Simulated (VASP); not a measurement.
Crystal: GeH3C.

```
CELL_PARAMETERS angstrom
3.96000 0.00000 0.00000
-1.98000 3.42946 0.00000
0.00000 0.00000 8.70000
ATOMIC_POSITIONS crystal
Ge 0.33333 0.66667 0.54253
Ge 0.66667 0.33333 0.45747
C 0.33333 0.66667 0.77011
C 0.66667 0.33333 0.22989
H 0.63367 0.81684 0.81149
H 0.18316 0.81684 0.81149
H 0.18316 0.36633 0.81149
H 0.36633 0.18316 0.18851
H 0.81684 0.18316 0.18851
H 0.81684 0.63367 0.18851
```

The cell comes from a database or a generator and needn't be the stable form of this composition.

```yaml
Program: VASP 6.6.1
Task: relaxation of cell and atoms
Functional: LDA
Potentials_or_basis: VASP PAW LDA potentials, release 64 (Ge_d, C, H)
Cutoff: 600 eV
k_mesh: 9 × 9 × 3
Occupations: gaussian, width 0.05 eV
Spin: no spin polarisation
```

At the start: pressure 0.9 GPa; volume 11.82 Å³/atom.

**Question.** How do energy, volume and symmetry change on relaxing?

**Answer.** Over 6 steps the energy falls by 2.2 meV/atom and the volume is 11.91 Å³/atom (+0.8 %); space group P-3m1 (No. 164, to 0.05 Å).

The path:
```csv
step,energy change (eV),largest force (eV/Å),pressure (GPa),volume (Å³)
1,0.0000,0.6518,0.89,118.15
2,0.0362,1.1667,-1.07,119.27
3,-0.0195,0.0856,0.07,118.57
4,-0.0209,0.0407,0.16,118.67
5,-0.0213,0.0596,0.24,118.73
6,-0.0219,0.0173,-0.06,119.10
```

Final structure:
```
CELL_PARAMETERS angstrom
3.96954 0.00000 0.00000
-1.98477 3.43772 0.00000
0.00000 0.00000 8.72760
ATOMIC_POSITIONS crystal
Ge 0.33333 0.66667 0.54421
Ge 0.66667 0.33333 0.45579
C 0.33333 0.66667 0.76883
C 0.66667 0.33333 0.23117
H 0.63387 0.81693 0.81253
H 0.18307 0.81693 0.81253
H 0.18307 0.36613 0.81253
H 0.36613 0.18307 0.18747
H 0.81693 0.18307 0.18747
H 0.81693 0.63387 0.18747
```
